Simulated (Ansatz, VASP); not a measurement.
## SnH2: VASP beside Ansatz

Wanted: the spread between two codes on one cell, functional and k mesh. The cell is generated by rule, not measured, and may not be a known phase. The cell is taken from a series of runs on this material, whose earlier steps may have relaxed, scaled, displaced or heated it; both programs get it as it stands.

Method: plane waves, with VASP 6.6.1 beside it; single point at PBE, in Ansatz 0.2.0.

The structure was built from a prototype and need not be the compound's stable phase.

**1. The structure**

Symmetry: Cmcm, No. 63, orthorhombic system. Conventional cell: a = 6.870 Å, b = 6.870 Å, c = 7.284 Å, α = 90.00°, β = 90.00°, γ = 90.00°. Nearest to Sn lie 4 H at 2.14 to 2.17 Å. Sn has 6 H at 2.14 to 2.24 Å nearest. H has 3 Sn at 2.14 to 2.24 Å nearest. Nearest to H lie 2 Sn at 2.14 to 2.17 Å. Farther neighbours are not listed.

As a file:

```cif
data_structure
_symmetry_space_group_name_H-M 'P 1'
_symmetry_Int_Tables_number 1
_cell_length_a 4.8576
_cell_length_b 4.8576
_cell_length_c 7.2840
_cell_angle_alpha 90.000
_cell_angle_beta 90.000
_cell_angle_gamma 90.000
_cell_volume 171.87
loop_
_atom_site_label
_atom_site_type_symbol
_atom_site_fract_x
_atom_site_fract_y
_atom_site_fract_z
_atom_site_occupancy
Sn1 Sn 0.99999 0.00001 0.00000 1
Sn2 Sn 0.00001 0.99999 0.50000 1
Sn3 Sn 0.50000 0.50000 0.25000 1
Sn4 Sn 0.50000 0.50000 0.75000 1
H5 H 0.31027 0.31187 0.00000 1
H6 H 0.31187 0.31027 0.50000 1
H7 H 0.68813 0.68973 0.00000 1
H8 H 0.68973 0.68813 0.50000 1
H9 H 0.81107 0.18893 0.23902 1
H10 H 0.81107 0.18893 0.76098 1
H11 H 0.18893 0.81107 0.26098 1
H12 H 0.18893 0.81107 0.73902 1
```

**2. VASP: single point, PBE, pair 1**

A single point gives forces, pressure and levels at one fixed geometry, so differences don't come from the geometry; what else differs is listed under the comparison.

Lines of VASP's logs that name or quote its potential files are left out, and so is its time.

Contents of INCAR:

```
SYSTEM = SnH2
PREC = Accurate
ENCUT = 500
EDIFF = 1E-06
NELM = 120
ISMEAR = 1
SIGMA = 0.2
LREAL = .FALSE.
ALGO = Normal
GGA = PE
NBANDS = 44
LORBIT = 11
LWAVE = .FALSE.
LCHARG = .FALSE.
ISIF = 2
LASPH = .TRUE.
GGA_COMPAT = .FALSE.
KPAR = 2
```

Contents of POSCAR:

```
SnH2
1.0
    4.8575969519      0.0000000000      0.0000000000
    0.0000000000      4.8575969519      0.0000000000
    0.0000000000      0.0000000000      7.2839904417
Sn H
4 8
Direct
    0.9999921371      0.0000078629      0.0000000000
    0.0000078629      0.9999921371      0.5000000000
    0.5000000000      0.5000000000      0.2500000000
    0.5000000000      0.5000000000      0.7500000000
    0.3102700655      0.3118749693      0.0000000000
    0.3118749693      0.3102700655      0.5000000000
    0.6881250307      0.6897299345      0.0000000000
    0.6897299345      0.6881250307      0.5000000000
    0.8110725174      0.1889274826      0.2390170092
    0.8110725174      0.1889274826      0.7609829908
    0.1889274826      0.8110725174      0.2609829908
    0.1889274826      0.8110725174      0.7390170092
```

Contents of KPOINTS:

```
Automatic mesh
0
Gamma
8 8 6
0 0 0
```

PAW data sets: Sn_d and H (PBE family, release 64).

Command:

```bash
> mpirun -np 2 vasp_std
```

Numbers of over 12 decimals in the logs are rounded to 6 here.

The program printed:

```text
[banner, memory and clock lines left out]
running    2 mpi-ranks, on    1 nodes
 distrk:  each k-point on    1 cores,    2 groups
 distr:  one band on    1 cores,    1 groups

 POSCAR found type information on POSCAR SnH
 POSCAR found :  2 types and      12 ions
 LDA part: xc-table for (Slater+PW92), standard interpolation
 POSCAR, INCAR and KPOINTS ok, starting setup
 FFT: planning ... GRIDC
 FFT: planning ... GRID_SOFT
 FFT: planning ... GRID
 WAVECAR not read
 entering main loop
       N       E                     dE             d eps       ncg     rms          rms(c)
DAV:   1     0.613259657997E+03    0.61326E+03   -0.29615E+04  7864   0.191E+03
DAV:   2     0.567861030795E+02   -0.55647E+03   -0.53626E+03  7400   0.539E+02
DAV:   3    -0.331172398047E+02   -0.89903E+02   -0.87101E+02  8464   0.183E+02
DAV:   4    -0.381370581105E+02   -0.50198E+01   -0.49604E+01  8692   0.456E+01
DAV:   5    -0.382904302017E+02   -0.15337E+00   -0.15326E+00  9948   0.828E+00    0.700E+00
DAV:   6    -0.370342017193E+02    0.12562E+01   -0.83866E-01  9176   0.558E+00    0.334E+00
DAV:   7    -0.367941772944E+02    0.24002E+00   -0.11008E+00  8768   0.402E+00    0.771E-01
DAV:   8    -0.368066047399E+02   -0.12427E-01   -0.11427E-01  8464   0.258E+00    0.327E-01
DAV:   9    -0.368048810345E+02    0.17237E-02   -0.91055E-03  9248   0.947E-01    0.159E-01
DAV:  10    -0.368051714556E+02   -0.29042E-03   -0.22716E-03  9004   0.254E-01    0.656E-02
DAV:  11    -0.368052603483E+02   -0.88893E-04   -0.90520E-04  9052   0.220E-01    0.419E-02
DAV:  12    -0.368052207204E+02    0.39628E-04   -0.12464E-04  8288   0.766E-02    0.160E-02
DAV:  13    -0.368052150263E+02    0.56941E-05   -0.27219E-05  8928   0.251E-02    0.169E-03
DAV:  14    -0.368052150579E+02   -0.31637E-07   -0.24416E-06  5944   0.102E-02
   1 F= -.36805215E+02 E0= -.36805412E+02  d E =0.591078E-03
```

Parts of OUTCAR (step 2):

```text
ion  position               nearest neighbor table
   1  1.000  0.000  0.000-   5 2.14   7 2.14   9 2.17  10 2.17  11 2.30  12 2.30   2 3.64   2 3.64

  LATTYP: Found a simple tetragonal cell.
 ALAT       =     4.8575969519
 C/A-ratio  =     1.4995049021

 Subroutine GETGRP returns: Found  8 space group operations
 (whereof  4 operations were pure point group operations)

The static configuration has the point symmetry C_2v.
 The point group associated with its full space group is D_2h.

 Found     84 irreducible k-points:

   k-points           NKPTS =     84   k-points in BZ     NKDIM =     84   number of bands    NBANDS=     44

   dimension x,y,z NGX =    36 NGY =   36 NGZ =   54
   dimension x,y,z NGXF=    72 NGYF=   72 NGZF=  108

   ENCUT  =  500.0 eV  36.75 Ry    6.06 a.u.   8.86  8.86 13.28*2*pi/ulx,y,z

   NELECT =      64.0000    total number of electrons

 k-points in reciprocal lattice and weights: Automatic mesh
   0.00000000  0.00000000  0.00000000       0.003
   0.12500000  0.00000000  0.00000000       0.010
   0.25000000  0.00000000  0.00000000       0.010
   0.37500000  0.00000000  0.00000000       0.010
   0.50000000  0.00000000  0.00000000       0.005
   0.12500000  0.12500000  0.00000000       0.005
  -0.12500000  0.12500000  0.00000000       0.005
   0.25000000  0.12500000  0.00000000       0.010
  -0.12500000  0.25000000  0.00000000       0.010
[...]
0.50000000  0.37500000  0.50000000       0.010
   0.50000000  0.50000000  0.50000000       0.003

 average (electrostatic) potential at core
       1-102.5697       2-102.5697       3-102.5581       4-102.5581       5 -32.2906
       6 -32.2906       7 -32.2906       8 -32.2906       9 -32.3170      10 -32.3170
      11 -32.3170      12 -32.3170

 E-fermi :   5.0488

 k-point     1 :       0.0000    0.0000    0.0000
  band No.  band energies     occupation
    ...
     27       0.9690      2.00000
     28       0.9842      2.00000
     29       1.3334      2.00000
     30       1.3431      2.00000
     31       3.0235      2.00000
     32       5.4469     -0.01649
     33       5.4579     -0.01376
     34       6.3889     -0.00000
     35       6.9950     -0.00000
     36       7.3714     -0.00000
    ...

 k-point     2 :       0.1250    0.0000    0.0000
  band No.  band energies     occupation
    ...
     27       0.3333      2.00000
     28       0.3607      2.00000
     29       1.9303      2.00000
     30       1.9432      2.00000
     31       2.8893      2.00000
     32       5.4295     -0.02155
     33       5.4451     -0.01695
     34       6.4771     -0.00000
     35       6.7387     -0.00000
     36       7.1130     -0.00000
    ...

 k-point     3 :       0.2500    0.0000    0.0000
  band No.  band energies     occupation
    ...
     27      -0.0663      2.00000
     28       0.9180      2.00000
     29       2.5715      2.00000
     30       2.6352      2.00000
     31       2.6852      2.00000
     32       5.3689     -0.04605
     33       5.3978     -0.03326
     34       5.6216     -0.00039
     35       6.7265     -0.00000
     36       7.2251     -0.00000
    ...

  Total       -0.0951974     -0.0951974     -0.0604237      0.0627082      0.0000000      0.0000000
  in kB       -0.8874083     -0.8874083     -0.5632559      0.5845512      0.0000000      0.0000000
  external PRESSURE =      -0.7793575 kB  Pullay stress =       0.0000000 kB

  energy-cutoff  :      500.00
  volume of cell :      171.87
      direct lattice vectors                 reciprocal lattice vectors
     4.857596952  0.000000000  0.000000000     0.205863107  0.000000000  0.000000000
     0.000000000  4.857596952  0.000000000     0.000000000  0.205863107  0.000000000
     0.000000000  0.000000000  7.283990442     0.000000000  0.000000000  0.137287385

 POSITION                                       TOTAL-FORCE (eV/Angst)
 -----------------------------------------------------------------------------------
      4.85756      0.00004      0.00000        -0.008871      0.008871      0.000000
      0.00004      4.85756      3.64200         0.008871     -0.008871      0.000000
      2.42880      2.42880      1.82100         0.000000     -0.000000      0.000000
      2.42880      2.42880      5.46299         0.000000     -0.000000      0.000000
      1.50717      1.51496      0.00000        -0.013687      0.004432      0.000000
      1.51496      1.50717      3.64200         0.004432     -0.013687      0.000000
      3.34263      3.35043      0.00000        -0.004432      0.013687      0.000000
      3.35043      3.34263      3.64200         0.013687     -0.004432      0.000000
      3.93986      0.91773      1.74100         0.000619     -0.000619     -0.193758
      3.93986      0.91773      5.54299         0.000619     -0.000619      0.193758
      0.91773      3.93986      1.90100        -0.000619      0.000619      0.193758
      0.91773      3.93986      5.38299        -0.000619      0.000619     -0.193758
 -----------------------------------------------------------------------------------
    total drift:                                0.000000      0.000000      0.000000

  FREE ENERGIE OF THE ION-ELECTRON SYSTEM (eV)
  ---------------------------------------------------
  free  energy   TOTEN  =       -36.8052150579 eV

  energy  without entropy=      -36.8058061358  energy(sigma->0) =      -36.80541208

 total charge
# of ion       s       p       d       tot
------------------------------------------
    1        1.332   0.799  10.000  12.132
    2        1.332   0.799  10.000  12.132
    3        1.335   0.796   9.999  12.130
    4        1.335   0.796   9.999  12.130
    5        0.481   0.009   0.000   0.490
    6        0.481   0.009   0.000   0.490
    7        0.481   0.009   0.000   0.490
    8        0.481   0.009   0.000   0.490
    9        0.482   0.009   0.000   0.491
   10        0.482   0.009   0.000   0.491
   11        0.482   0.009   0.000   0.491
   12        0.482   0.009   0.000   0.491
--------------------------------------------------
tot          9.186   3.263  39.999  52.448

[... 3 further parts left out ...]
```

The run ends at a pressure of -0.08 GPa, with forces up to 0.19 eV/Å.

**3. Ansatz: single point, PBE, pair 1**

Ansatz runs on its default PAW (the set named soft_2) files.

The same cell, functional, mesh and smearing now go to Ansatz, which takes its cutoff from its data sets.

Contents of input.yaml:

```yaml
crystal:
  lattice:
    - [4.8575969519, 0.0, 0.0]
    - [0.0, 4.8575969519, 0.0]
    - [0.0, 0.0, 7.2839904417]
  atoms:
    - { symbol: Sn, position: [-7.8629e-06, 7.8629e-06, 0.0] }
    - { symbol: Sn, position: [7.8629e-06, -7.8629e-06, 0.5] }
    - { symbol: Sn, position: [0.5, 0.5, 0.25] }
    - { symbol: Sn, position: [0.5, 0.5, 0.75] }
    - { symbol: H, position: [0.3102700655, 0.3118749693, 0.0] }
    - { symbol: H, position: [0.3118749693, 0.3102700655, 0.5] }
    - { symbol: H, position: [0.6881250307, 0.6897299345, 0.0] }
    - { symbol: H, position: [0.6897299345, 0.6881250307, 0.5] }
    - { symbol: H, position: [0.8110725174, 0.1889274826, 0.2390170092] }
    - { symbol: H, position: [0.8110725174, 0.1889274826, 0.7609829908] }
    - { symbol: H, position: [0.1889274826, 0.8110725174, 0.2609829908] }
    - { symbol: H, position: [0.1889274826, 0.8110725174, 0.7390170092] }
kpoints:
  mp_grid: { grid: [8, 8, 6] }
hamiltonian:
  xc: pbe
scf:
  occupations: { method: methfessel_paxton, width: 0.2 }
output:
  forces: true
  stress: true
  eigenvalues: true
```

Command:

```bash
> ansatz run input.yaml --threads 8 --pin off --max-ram 14336MiB --backend cpu --events-out ev --progress --plain --runs-dir out
```

The program printed:

```text
Engine: ansatz 0.2.0, aarch64-unknown-linux-gnu
Pseudopotentials: kind: paw
Pseudopotential: Sn, paw, valence charge 14, recommended cutoff 420 eV (normal), Sn.paw.azcp
Pseudopotential: H, paw, valence charge 1, recommended cutoff 420 eV (normal), H.paw.azcp
Functional definition: PBE
  parameter kappa = 0.804
  parameter beta = 0.066725
  exchange = pbe_x(kappa = kappa, mu = beta*pi^2/3)
  correlation = pbe_c(beta = beta)
Crystal: 12 atoms, lattice volume = 171.875 Å³
Basis set: ecut = 420 eV, 3373 PW (Γ), exchange–correlation on 72×72×100 points (8 copies of the dense FFT grid, shifted against one another)
Bands: 44, of which v1, the nominal top of the filled ones, is band 32 counted from 1 (31 counted from 0)
Symmetry: 8 space group operations
Space group: Cmcm (ITA 63), of the structure as read, at distance tolerance 5.6e-5 Å
k-points: 84 of 384
Non-local potential: Sn, projectors of the file, l = 0: 2, l = 1: 2, l = 2: 2, l = 3: 2
Non-local potential: H, projectors of the file, l = 0: 2, l = 1: 1
PAW form: soft (Blöchl's): semilocal exchange-correlation on the pseudo side does not see the compensation charge
PAW one-centre angular grid: Sn, 590 points (default); XC on 64 Gauss nodes
PAW one-centre angular grid: H, 110 points (default); XC on 64 Gauss nodes
Initial density: superposition of atomic densities (neutral atoms: chi_scale 0, normalization atom), corrected by the library's trained network
Initial wavefunctions: pseudopotential atomic-orbital guess
Functional: x = pbe(κ = 0.804, μ = 0.219515), c = pbe(β = 0.066725)
SCF iter   1: F=—  HF=-24218.175354 eV  |F-HF|=—  |Δ(HF+E_count)|=         —  Δρ=3.26e-3  dr2=2.40e-2  ethr=1.77e-3  ⟨swp⟩=6.7  Hψ=15535  notcnv=0
preconditioner: auto → Kerker (q_TF=auto, 2.314 Å⁻¹)  [metal: Δε(μ)=0.031 eV  Ē_g=18.863 eV  σ=0.200 eV  W_gap=0.13  n_scr=36 (ndim 8)  ℏωp=22.7 eV  f_vac=0.000  D(μ)=2.75/eV (n_scr^D=14)]
SCF iter   2: F=—  HF=-24218.168100 eV  |F-HF|=—  |Δ(HF+E_count)|=   7.25e-3  S|Δr|=    0.00e0  Δρ=1.70e-3  dr2=6.41e-3  ethr=3.76e-5  ⟨swp⟩=2.8  Hψ=7142  notcnv=0
SCF iter   3: F=—  HF=-24218.166850 eV  |F-HF|=—  |Δ(HF+E_count)|=   1.25e-3  S|Δr|=    0.00e0  Δρ=4.95e-4  dr2=6.93e-4  ethr=1.00e-5  ⟨swp⟩=2.4  Hψ=5030  notcnv=0
SCF iter   4: F=—  HF=-24218.166709 eV  |F-HF|=—  |Δ(HF+E_count)|=   1.41e-4  S|Δr|=    0.00e0  Δρ=2.37e-4  dr2=1.19e-4  ethr=1.08e-6  ⟨swp⟩=3.0  Hψ=6235  notcnv=0
SCF iter   5: F=—  HF=-24218.166717 eV  |F-HF|=—  |Δ(HF+E_count)|=   7.91e-6  S|Δr|=    0.00e0  Δρ=6.02e-5  dr2=5.29e-6  ethr=1.86e-7  ⟨swp⟩=2.0  Hψ=6071  notcnv=0
SCF iter   6: F=—  HF=-24218.166714 eV  |F-HF|=—  |Δ(HF+E_count)|=   2.65e-6  S|Δr|=    0.00e0  Δρ=1.90e-5  dr2=6.90e-7  ethr=8.27e-9  ⟨swp⟩=2.0  Hψ=6068  notcnv=0
SCF iter   7: F=-24218.166714 eV  HF=-24218.166714 eV  |F-HF|=8.03e-9  |Δ(HF+E_count)|=   1.45e-7  S|Δr|=    0.00e0  Δρ=5.34e-6  dr2=5.77e-8  ethr=1.56e-10  ⟨swp⟩=10.4  Hψ=17863  notcnv=0
SCF 1 converged in 7 iterations: F = -24218.166714 eV  dr2 = 5.77e-8
  greatest PAW one-centre occupation: 0.992 electrons in one spin orbital (limit 2), on the Sn atom at site 2 (counted from 0), in its partial waves of l = 2
SCF converged after 7 iterations
Stability not checked: this state was not tested for a lower state beside it, because cold or Methfessel-Paxton smearing, or corrected tetrahedra, fill the levels in a way that the test cannot read (fill_not_monotonic; see scf.lower_state_search)
Free energy (F): -24218.166714 eV
Harris-Foulkes:  -24218.166714 eV  (|F-HF|=8.03e-9)
Internal energy: -24218.167285 eV  (E = F + TS)
E sigma→0 (E₀):  -24218.166857 eV
Entropy (-TS):   0.000571 eV (0.048 meV/atom)
Fermi energy:    6.919838 eV
--- Per-component energies (eV) ---
  E_band       = -564.107347
  E_kinetic    = 843.130453
  E_local      = -4421.705338  (includes V_loc(G=0)·N_el)
  E_nonlocal   = -120.497626
  E_hartree    = 2509.164608
  E_xc         = -1600.352184
  E_vxc        = -473.593538  (∫ρ·V_xc dr)
  E_paw        = -16539.244594  (= ΣΔE_a)
  E_vpaw       = -1409.751501  (= ΣTr[D̂ρ^β])
  E_aug_tail   = -0.008490  (compensation charges beyond the density's cutoff)
  E_ewald      = -4888.654113
  E_smearing   = 0.000571  (= −TS)
  E_closure    = -0.000000  (closes the sum)
  Σ components = -24218.166714   (vs F -24218.166714, Δ=0.00e0)
--- Forces (eV/Å), atoms counted from 1 ---
  atom   1  Sn    -0.00979006     0.00979006     0.00000000
  atom   2  Sn     0.00979006    -0.00979006     0.00000000
  atom   3  Sn     0.00000000     0.00000000    -0.00000000
  atom   4  Sn     0.00000000     0.00000000     0.00000000
  atom   5  H     -0.01377960     0.00497996     0.00000000
  atom   6  H      0.00497996    -0.01377960     0.00000000
  atom   7  H     -0.00497996     0.01377960     0.00000000
  atom   8  H      0.01377960    -0.00497996     0.00000000
  atom   9  H      0.00117164    -0.00117164    -0.19527467
  atom  10  H      0.00117164    -0.00117164     0.19527467
  atom  11  H     -0.00117164     0.00117164     0.19527467
  atom  12  H     -0.00117164     0.00117164    -0.19527467
  max |Σ_I F_I| component: 2.78e-17 eV/Å
--- Stress (GPa, compression-positive) ---
        0.045752       0.060225       0.000000
        0.060225       0.045752       0.000000
        0.000000       0.000000       0.083535
  P = ⅓ Tr σ = 0.0583 GPa (0.583 kbar)
--- Band table (eV; the first three rows and the last of 84) ---
  k-point 0: bands = [... 28 lower, 3.2034, 3.2128, 4.8919, 7.3182, 7.3295, 8.2600, 8.8647, 9.2422, ... 8 higher]
  k-point 1: bands = [... 28 lower, 2.7153, 4.2629, 4.3950, 7.5606, 7.5850, 8.5333, 8.9381, 9.2888, ... 8 higher]
  k-point 2: bands = [... 28 lower, 2.3916, 3.3219, 5.4880, 8.1191, 8.2411, 8.4823, 9.0303, 9.1586, ... 8 higher]
  k-point 83: bands = [... 28 lower, 4.4634, 4.4634, 4.4813, 4.4813, 7.8717, 7.8717, 7.8842, 7.8842, ... 8 higher]
```

The column dr2 measures how far the density is from self-consistency, as an energy; F and HF (Harris–Foulkes) agree once it is small.

The run ends at a pressure of 0.06 GPa, with forces up to 0.20 eV/Å.

**4. Comparison**

Known differences besides the potentials themselves: the cutoff is 420 eV in Ansatz and 500 eV in VASP. Total energies have different zeros and are not compared.

The two programs side by side:

| quantity | Ansatz | VASP | difference |
| --- | --- | --- | --- |
| pressure (GPa) | 0.06 | -0.08 | +0.14 |

Forces on 7 of the 12 atoms, those with the largest forces and the largest differences (eV/Å; atoms numbered as in POSCAR):

| atom | Ansatz x, y, z | VASP x, y, z |
| --- | --- | --- |
| H6 | 0.005, -0.014, 0.000 | 0.004, -0.014, 0.000 |
| H7 | -0.005, 0.014, 0.000 | -0.004, 0.014, 0.000 |
| H8 | 0.014, -0.005, 0.000 | 0.014, -0.004, 0.000 |
| H9 | 0.001, -0.001, -0.195 | 0.001, -0.001, -0.194 |
| H10 | 0.001, -0.001, 0.195 | 0.001, -0.001, 0.194 |
| H11 | -0.001, 0.001, 0.195 | -0.001, 0.001, 0.194 |
| H12 | -0.001, 0.001, -0.195 | -0.001, 0.001, -0.194 |

The forces differ by 0.7 meV/Å r.m.s., which is 1.0 % of the r.m.s. force of 0.065 eV/Å (both taken over all components).

(Continued in part 2 of 2.)

[Lines on the potential files, build, host, timing and source positions are cut from VASP's logs without a mark.]

[Logs are printed without paths, hosts, clocks, repeated set-up lines and the standing remarks that a program may print on its own settings, such as how far it seeks lower states.]

[Hosts, paths, dates, database ids (printed as entryN), source tags and the programs' standing remarks are cut or masked in the printed files.]
